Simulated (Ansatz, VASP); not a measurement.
# Re (Rhenium): VASP beside Ansatz

Wanted: the spread between two codes on one cell, functional and k mesh. The structure shown is the end of the Ansatz relaxation below.

Method: plane waves, with VASP 6.6.1 beside it; single point at PBE, in Ansatz 0.2.0.

### 1. Starting point

Symmetry: P6_3/mmc, No. 194, hexagonal system. Conventional cell: a = 2.776 Å, b = 2.776 Å, c = 4.482 Å, α = 90.00°, β = 90.00°, γ = 120.00°. Nearest to Re lie 12 Re at 2.76 to 2.78 Å.

### 2. Ansatz: relaxation, PBE

Ansatz runs on its default PAW (the set named soft_2) files.

This run makes the geometry at which the two programs are then compared.

File input.yaml:

```yaml
crystal:
  lattice:
    - [2.7608, 0.0, 0.0]
    - [-1.3804, 2.3909229348, 0.0]
    - [0.0, 0.0, 4.4582]
  atoms:
    - { symbol: Re, position: [0.3333333333, 0.6666666667, 0.25] }
    - { symbol: Re, position: [0.6666666667, 0.3333333333, 0.75] }
kpoints:
  mp_grid: { grid: [18, 18, 10] }
scf:
  occupations: { method: fermi_dirac, width: 0.08 }
hamiltonian:
  xc: pbe
  pseudopotentials: { kind: paw }
output:
  forces: true
relax:
  f_tol: 0.01
  max_steps: 50
  cell: {}
```

On the command line:

```sh
ansatz run input.yaml --threads 4 --pin off --max-ram 8192MiB --backend cpu --events-out ev --progress --plain --runs-dir out
```

Numbers of over 12 decimals in the logs are rounded to 6 here.

Log:

```text
Engine: ansatz 0.2.0, aarch64-unknown-linux-gnu
Pseudopotentials: kind: paw
Pseudopotential: Re, paw, valence charge 15, recommended cutoff 420 eV (normal), Re.paw.azcp
Functional definition: PBE
  parameter kappa = 0.804
  parameter beta = 0.066725
  exchange = pbe_x(kappa = kappa, mu = beta*pi^2/3)
  correlation = pbe_c(beta = beta)
Crystal: 2 atoms, lattice volume = 29.428 Å³
Basis set: ecut = 420 eV, 573 PW (Γ), exchange–correlation on 40×40×60 points (8 copies of the dense FFT grid, shifted against one another)
Bands: 19, of which v1, the nominal top of the filled ones, is band 15 counted from 1 (14 counted from 0)
Symmetry: 24 space group operations
Space group: P63/mmc (ITA 194), of the structure as read, at distance tolerance 3.1e-5 Å
k-points: 222 of 3240
Non-local potential: Re, projectors of the file, l = 0: 3, l = 1: 2, l = 2: 2, l = 3: 1
PAW form: soft (Blöchl's): semilocal exchange-correlation on the pseudo side does not see the compensation charge
PAW one-centre angular grid: Re, 590 points (default); XC on 64 Gauss nodes
Initial density: superposition of atomic densities (neutral atoms: chi_scale 0, normalization atom), corrected by the library's trained network
Initial wavefunctions: pseudopotential atomic-orbital guess
Functional: x = pbe(κ = 0.804, μ = 0.219515), c = pbe(β = 0.066725)
SCF iter   1: F=—  HF=-21736.157778 eV  |F-HF|=—  |Δ(HF+E_count)|=         —  Δρ=7.82e-3  dr2=6.16e-3  ethr=1.77e-3  ⟨swp⟩=5.3  Hψ=18910  notcnv=0
preconditioner: auto → none  [metal: Δε(μ)=0.004 eV  Ē_g=6.109 eV  σ=0.080 eV  W_gap=0.01  n_scr=8 (ndim 8)  ℏωp=25.6 eV  f_vac=0.000  D(μ)=1.66/eV (n_scr^D=22)  sad-step TF]
SCF iter   2: F=—  HF=-21736.160261 eV  |F-HF|=—  |Δ(HF+E_count)|=   2.48e-3  Δρ=4.68e-3  dr2=2.33e-3  ethr=2.05e-5  ⟨swp⟩=1.4  Hψ=6403  notcnv=0
SCF iter   3: F=—  HF=-21736.161365 eV  |F-HF|=—  |Δ(HF+E_count)|=   1.10e-3  Δρ=2.49e-4  dr2=6.32e-6  ethr=7.75e-6  ⟨swp⟩=2.3  Hψ=5637  notcnv=0
SCF iter   4: F=—  HF=-21736.161324 eV  |F-HF|=—  |Δ(HF+E_count)|=   4.09e-5  Δρ=6.18e-5  dr2=6.42e-7  ethr=2.11e-8  ⟨swp⟩=2.0  Hψ=7077  notcnv=0
iter 5 did not close the SCF: its close was put off for the readings that it lacked (scf_convergence_deferred on its scf_iter line)
SCF iter   5: F=-21736.161324 eV  HF=-21736.161324 eV  |F-HF|=2.67e-9  |Δ(HF+E_count)|=   1.21e-7  Δρ=1.11e-5  dr2=1.79e-8  ethr=2.14e-9  ⟨swp⟩=2.4  Hψ=7223  notcnv=0
SCF iter   6: F=-21736.161324 eV  HF=-21736.161324 eV  |F-HF|=3.64e-11  |Δ(HF+E_count)|=   1.11e-9  Δρ=2.82e-6  dr2=6.60e-10  ethr=5.98e-11  ⟨swp⟩=2.0  Hψ=13816  notcnv=0
SCF 1 converged in 6 iterations: F = -21736.161324 eV  dr2 = 6.60e-10
  greatest PAW one-centre occupation: 1.000 electrons in one spin orbital (limit 2), on the Re atom at site 1 (counted from 0), in its partial waves of l = 0
relax step   1: F+E_penalty+E_count = -21736.16132401 eV  Δ(F+E_penalty+E_count) = +0.000e0 eV  max|allowed force component| = 7.864e-17 eV/Å  Δτ_max = 0.0000 Å  P = +6.098 GPa  Ω = 29.428 Å³  (6 SCF iters, dr2 threshold 1.00e-7 eV, accepted)
[...]
relax step   2: F+E_penalty+E_count = -21736.11757180 eV  Δ(F+E_penalty+E_count) = +4.375e-2 eV  max|allowed force component| = 1.457e-16 eV/Å  Δτ_max = 0.0000 Å  P = -13.123 GPa  Ω = 31.107 Å³  energy of the carried Pulay correction = -1.748e-3 eV  (6 SCF iters, dr2 threshold 2.00e-7 eV, rejected (line search))
[...]
relax step   3: F+E_penalty+E_count = -21736.16972064 eV  Δ(F+E_penalty+E_count) = -8.397e-3 eV  max|allowed force component| = 7.401e-17 eV/Å  Δτ_max = 0.0000 Å  P = -0.408 GPa  Ω = 29.941 Å³  energy of the carried Pulay correction = -5.440e-4 eV  (6 SCF iters, accepted)
[...]
relax step   4: F+E_penalty+E_count = -21736.16979836 eV  Δ(F+E_penalty+E_count) = -7.772e-5 eV  max|allowed force component| = 1.133e-16 eV/Å  Δτ_max = 0.0000 Å  P = -0.011 GPa  Ω = 29.908 Å³  energy of the carried Pulay correction = -5.096e-4 eV  (6 SCF iters, dr2 threshold 2.00e-7 eV, accepted)
[...]
relax step   5: F+E_penalty+E_count = -21736.17030617 eV  Δ(F+E_penalty+E_count) = -5.078e-4 eV  max|allowed force component| = 1.156e-16 eV/Å  Δτ_max = 0.0000 Å  P = -0.011 GPa  Ω = 29.908 Å³  stress off target by 1.59e-2 GPa  SCF on the basis re-selected at this cell (its energy is not comparable with the rows above)  (6 SCF iters)
basis re-selected at this cell: Δ(F+E_penalty+E_count) = -5.078e-4 eV, ΔP = +0.000 GPa vs the last step (what re-selecting the basis moved, of the pressure what is left beyond the Pulay correction that the steps carried, after the strain that the cell walked since its last selection, with what the two solves' SCF thresholds leave and, on support functions, any second-order correction that the steps lacked; it is no m [...]
SCF converged after 6 iterations
Free energy (F): -21736.170306 eV
Harris-Foulkes:  -21736.170306 eV  (|F-HF|=0.00e0)
Internal energy: -21736.134530 eV  (E = F + TS)
E sigma→0 (E₀):  -21736.152418 eV
Entropy (-TS):   -0.035777 eV (-17.888 meV/atom)
Fermi energy:    23.534174 eV
--- Per-component energies (eV) ---
  E_band       = -155.750377
  E_kinetic    = 1081.104640
  E_local      = -1541.839487  (includes V_loc(G=0)·N_el)
  E_nonlocal   = 96.865176
  E_hartree    = 551.349507
  E_xc         = -807.708081
  E_vxc        = -607.837694  (∫ρ·V_xc dr)
  E_paw        = -17317.851270  (= ΣΔE_a)
  E_vpaw       = -286.741880  (= ΣTr[D̂ρ^β])
  E_aug_tail   = -0.000151  (compensation charges beyond the density's cutoff)
  E_ewald      = -3798.054864
  E_smearing   = -0.035777  (= −TS)
  E_closure    = 0.000000  (closes the sum)
  Σ components = -21736.170306   (vs F -21736.170306, Δ=0.00e0)
--- Forces (eV/Å), atoms counted from 1 ---
  atom   1  Re    -0.00000000     0.00000000    -0.00000000
  atom   2  Re    -0.00000000    -0.00000000     0.00000000
  max |Σ_I F_I| component: 1.85e-17 eV/Å
--- Stress (GPa, compression-positive) ---
       -0.015937       0.000000      -0.000000
        0.000000      -0.015937       0.000000
       -0.000000       0.000000      -0.000353
  P = ⅓ Tr σ = -0.0107 GPa (-0.107 kbar)
--- Relaxed structure (4 steps of the walk, 3 accepted, 1 SCFs on fresh bases) ---
  F+E_penalty+E_count = -21736.17030617 eV   max|allowed force component| = 1.156e-16 eV/Å   (the final SCF, on the basis selected at the relaxed cell)
  cell:  # Å, volume = 29.9079 Å³
    - [2.775884, 0.0, 0]
    - [-1.387942, 2.403986, 0]
    - [0, 0, 4.481806]
  atoms:
    - { symbol: Re, position: [0.333333, 0.666667, 0.25] }
    - { symbol: Re, position: [0.666667, 0.333333, 0.75] }
```

### 3. VASP: single point, PBE

The same cell, functional, mesh and smearing now go to VASP, with its own data sets and cutoff.

Lines of VASP's logs that name or quote its potential files are left out, and so is its time.

File INCAR:

```
SYSTEM = Re
PREC = Accurate
ENCUT = 400
EDIFF = 1E-06
NELM = 100
ISMEAR = -1
SIGMA = 0.08
LREAL = .FALSE.
ALGO = Normal
GGA = PE
NBANDS = 13
LASPH = .TRUE.
LORBIT = 11
LWAVE = .FALSE.
LCHARG = .FALSE.
KPAR = 2
ISIF = 2
```

File POSCAR:

```
Re
1.0
    2.7758844356      0.0000000000      0.0000000000
   -1.3879422178      2.4039864392      0.0000000000
    0.0000000000      0.0000000000      4.4818061040
Re
2
Direct
    0.3333333333      0.6666666667      0.2500000000
    0.6666666667      0.3333333333      0.7500000000
```

File KPOINTS:

```
Automatic mesh
0
Gamma
18 18 10
0 0 0
```

Potentials, in the order of the species: Re (PBE family, release 64).

On the command line:

```sh
mpirun -np 2 vasp_std
```

Log:

```text
[banner, memory and clock lines left out]
running    2 mpi-ranks, on    1 nodes
 distrk:  each k-point on    1 cores,    2 groups
 distr:  one band on    1 cores,    1 groups

 POSCAR found type information on POSCAR Re
 POSCAR found :  1 types and       2 ions
 LDA part: xc-table for (Slater+PW92), standard interpolation
 POSCAR, INCAR and KPOINTS ok, starting setup
 FFT: planning ... GRIDC
 FFT: planning ... GRID_SOFT
 FFT: planning ... GRID
 WAVECAR not read
 entering main loop
       N       E                     dE             d eps       ncg     rms          rms(c)
DAV:   1     0.134077896602E+02    0.13408E+02   -0.60310E+03 11526   0.119E+03
DAV:   2    -0.251049693460E+02   -0.38513E+02   -0.33924E+02  9615   0.259E+02
DAV:   3    -0.262783653750E+02   -0.11734E+01   -0.10792E+01 10099   0.488E+01
DAV:   4    -0.262957353227E+02   -0.17370E-01   -0.16908E-01  9241   0.388E+00
DAV:   5    -0.262960385997E+02   -0.30328E-03   -0.30310E-03  9737   0.786E-01    0.415E+01
DAV:   6    -0.252298562079E+02    0.10662E+01   -0.91986E-01 10003   0.272E+01    0.166E+01
DAV:   7    -0.248795255491E+02    0.35033E+00   -0.61018E-01 10197   0.215E+01    0.700E-01
DAV:   8    -0.248664664070E+02    0.13059E-01   -0.91159E-03 10791   0.117E+00    0.225E-01
DAV:   9    -0.248657178723E+02    0.74853E-03   -0.46000E-04 10933   0.254E-01    0.389E-02
DAV:  10    -0.248657356727E+02   -0.17800E-04   -0.38726E-05  9405   0.469E-02    0.103E-02
DAV:  11    -0.248657371587E+02   -0.14860E-05   -0.21922E-07  5683   0.232E-02    0.326E-03
DAV:  12    -0.248657365745E+02    0.58422E-06   -0.23367E-07  4967   0.109E-02
   1 F= -.24865737E+02 E0= -.24847791E+02  d E =-.358907E-01
```

OUTCAR, selected parts (step 3):

```text
ion  position               nearest neighbor table
   1  0.333  0.667  0.250-   2 2.76   2 2.76   2 2.76   2 2.76   2 2.76   2 2.76
   2  0.667  0.333  0.750-   1 2.76   1 2.76   1 2.76   1 2.76   1 2.76   1 2.76

  LATTYP: Found a hexagonal cell.
 ALAT       =     2.7758844356
 C/A-ratio  =     1.6145506803

 Subroutine GETGRP returns: Found 24 space group operations
 (whereof 12 operations were pure point group operations)

The static configuration has the point symmetry D_3d.
 The point group associated with its full space group is D_6h.

 Found    222 irreducible k-points:

   k-points           NKPTS =    222   k-points in BZ     NKDIM =    222   number of bands    NBANDS=     13

   dimension x,y,z NGX =    18 NGY =   18 NGZ =   30
   dimension x,y,z NGXF=    36 NGYF=   36 NGZF=   60

   ENCUT  =  400.0 eV  29.40 Ry    5.42 a.u.   4.53  4.53  7.31*2*pi/ulx,y,z

   NELECT =      14.0000    total number of electrons

 k-points in reciprocal lattice and weights: Automatic mesh
   0.00000000  0.00000000  0.00000000       0.000
   0.05555556 -0.00000000  0.00000000       0.002
   0.11111111 -0.00000000  0.00000000       0.002
   0.16666667 -0.00000000  0.00000000       0.002
   0.22222222 -0.00000000  0.00000000       0.002
   0.27777778  0.00000000  0.00000000       0.002
   0.33333333  0.00000000  0.00000000       0.002
   0.38888889 -0.00000000  0.00000000       0.002
   0.44444444 -0.00000000  0.00000000       0.002
[...]
0.33333333  0.27777778  0.50000000       0.004
   0.33333333  0.33333333  0.50000000       0.001

 average (electrostatic) potential at core
       1 -39.3644       2 -39.3644

 E-fermi :   7.6807

 k-point     1 :       0.0000    0.0000    0.0000
  band No.  band energies     occupation
    ...
      3       6.1485      2.00000
      4       6.1485      2.00000
      5       6.1511      2.00000
      6       6.9638      1.99974
      7       6.9638      1.99974
      8       7.8719      0.16787
      9       7.8719      0.16787
     10       8.2743      0.00120
     11      10.9759      0.00000
     12      10.9759      0.00000
    ...

 k-point     2 :       0.0556   -0.0000    0.0000
  band No.  band energies     occupation
    ...
      4       6.2619      2.00000
      5       6.4671      2.00000
      6       6.8743      1.99992
      7       7.0708      1.99902
      8       7.6151      1.38821
      9       7.7753      0.46922
     10       7.9647      0.05585
     11      11.0412      0.00000
     12      11.5505      0.00000
     13      17.4847      0.00000

 k-point     3 :       0.1111   -0.0000    0.0000
  band No.  band energies     occupation
    ...
      6       6.7143      1.99999
      7       6.8660      1.99992
      8       7.3875      1.95009
      9       7.5213      1.75998
     10       7.7331      0.68357
     11      11.2042      0.00000
     12      12.7197      0.00000
     13      17.4381      0.00000

  Total       -0.0883299     -0.0883299     -0.1209239      0.0000000     -0.0000000      0.0000000
  in kB       -4.7318604     -4.7318604     -6.4779307      0.0000000     -0.0000000      0.0000000
  external PRESSURE =      -5.3138839 kB  Pullay stress =       0.0000000 kB

  energy-cutoff  :      400.00
  volume of cell :       29.91
      direct lattice vectors                 reciprocal lattice vectors
     2.775884436  0.000000000  0.000000000     0.360245545  0.207987862  0.000000000
    -1.387942218  2.403986439  0.000000000     0.000000000  0.415975724  0.000000000
     0.000000000  0.000000000  4.481806104     0.000000000  0.000000000  0.223124334

 POSITION                                       TOTAL-FORCE (eV/Angst)
 -----------------------------------------------------------------------------------
     -0.00000      1.60266      1.12045         0.000000      0.000000      0.000000
      1.38794      0.80133      3.36135        -0.000000      0.000000      0.000000
 -----------------------------------------------------------------------------------
    total drift:                               -0.000000      0.000000     -0.000000

  FREE ENERGIE OF THE ION-ELECTRON SYSTEM (eV)
  ---------------------------------------------------
  free  energy   TOTEN  =       -24.8657365745 eV

  energy  without entropy=      -24.8298458704  energy(sigma->0) =      -24.84779122

 total charge
# of ion       s       p       d       tot
------------------------------------------
    1        0.619   0.661   4.815   6.095
    2        0.619   0.661   4.815   6.095
--------------------------------------------------
tot          1.237   1.322   9.630  12.189

[... 3 further parts left out ...]
```

The data set Re keeps the semicore shell frozen, which is cheaper and a little less accurate.

### 4. Differences

Known differences besides the potentials themselves: the data sets hold 30 valence electrons in Ansatz (default PAW (the set named soft_2) files) and 14 in VASP; the cutoff is 420 eV in Ansatz and 400 eV in VASP; Ansatz's pressure holds a Pulay correction, VASP's none. Total energies have different zeros and are not compared.

Both answers:

```
      quantity  Ansatz   VASP  difference
pressure (GPa)   -0.01  -0.53       +0.52
```

### 5. Other set-ups

Further runs change the set-up of one program: Ansatz's method, potentials or start, or VASP's data sets, cutoff or form of LDA. The table gives Ansatz less VASP for each quantity, since a change that brings one quantity closer may part another.

```
                                                    run  pressure (GPa)
                                               as above            0.52
VASP with the data sets Re_sv_GW and a cutoff of 520 eV             2.2
```

### 6. Summary of results

| Property | Result |
| --- | --- |
| difference in pressure (single point, PBE) | 0.52 GPa |

**Reading.** The difference in pressure is 0.52 GPa (single point, PBE), within the 1 GPa picked in this series as the mark of a large difference. Single point, PBE, VASP with the data sets Re_sv_GW and a cutoff of 520 eV: the difference in pressure goes from 0.52 to 2.2 GPa. Such differences can come from data sets, numerical settings and the points named under the comparisons, not from the functional's error against experiment.

[Lines on the potential files, build, host, timing and source positions are cut from VASP's logs without a mark.]

[Logs are printed without paths, hosts, clocks, repeated set-up lines and the standing remarks that a program may print on its own settings, such as how far it seeks lower states.]

[Hosts, paths, dates, database ids (printed as entryN), source tags and the programs' standing remarks are cut or masked in the printed files.]
